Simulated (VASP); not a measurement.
Data:

```
CELL_PARAMETERS angstrom
      0.00000     3.00569     3.00569
      3.00569     0.00000     3.00569
      3.00569     3.00569     0.00000
ATOMIC_POSITIONS crystal
  Cu 0.25000 0.25000 0.25000
  I  0.00000 0.00000 0.00000
```

All values below come from r2SCAN meta-GGA, VASP's PBE PAW potentials (set 64) (plane waves; VASP). Settings: 400 eV cut-off, 9×9×9 Γ-centred mesh, tetrahedra with Blöchl corrections, potentials Cu I.

Unless said otherwise, spin-orbit coupling is left out, though it shifts the bands of the heavy elements here.

Q: Tabulate the total density of states (states/eV per cell) against energy (eV; zero at the valence-band maximum or, without a gap, the Fermi level).

A: 
(E (eV), DOS (states/eV)): (-9.95, 0.00); (-9.71, 0.00); (-9.59, 0.00); (-9.35, 0.00); (-9.23, 0.00); (-8.99, 0.00); (-8.75, 0.00); (-8.63, 0.00); (-8.39, 0.00); (-8.27, 0.00); (-8.03, 0.00); (-7.79, 0.00); (-7.67, 0.00); (-7.43, 0.00); (-7.31, 0.00); (-7.07, 0.00); (-6.83, 0.00); (-6.71, 0.00); (-6.47, 0.00); (-6.35, 0.00); (-6.11, 0.00); (-5.99, 0.00); (-5.75, 1.80); (-5.51, 4.70); (-5.39, 1.62); (-5.15, 0.70); (-5.03, 0.53); (-4.79, 1.66); (-4.55, 2.07); (-4.43, 2.14); (-4.19, 2.76); (-4.07, 6.23); (-3.83, 2.15); (-3.59, 0.00); (-3.47, 0.00); (-3.23, 0.00); (-3.11, 0.00); (-2.87, 0.00); (-2.63, 0.00); (-2.51, 0.00); (-2.27, 0.00); (-2.15, 0.00); (-1.91, 18.3); (-1.67, 4.17); (-1.55, 5.28); (-1.31, 4.81); (-1.19, 4.56); (-0.95, 3.64); (-0.71, 2.32); (-0.59, 1.63); (-0.35, 0.91); (-0.23, 0.58); (0.01, 0.02); (0.25, 0.00); (0.37, 0.00); (0.61, 0.00); (0.73, 0.00); (0.97, 0.00); (1.21, 0.00); (1.33, 0.00); (1.57, 0.00); (1.69, 0.00); (1.93, 0.01); (2.05, 0.02); (2.29, 0.04); (2.53, 0.09); (2.65, 0.15); (2.89, 0.50); (3.01, 0.79); (3.25, 1.28); (3.49, 2.11); (3.61, 2.46); (3.85, 2.09); (3.97, 1.60); (4.21, 0.88); (4.45, 0.76); (4.57, 0.79); (4.81, 1.20); (4.93, 1.74); (5.17, 2.24)
Within 2 eV below the valence-band maximum the largest weight inside VASP's projection spheres is Cu d.

The structure comes from a measured CuI entry (F-43m) of the Crystallography Open Database, whose conditions weren't checked. It was relaxed first.
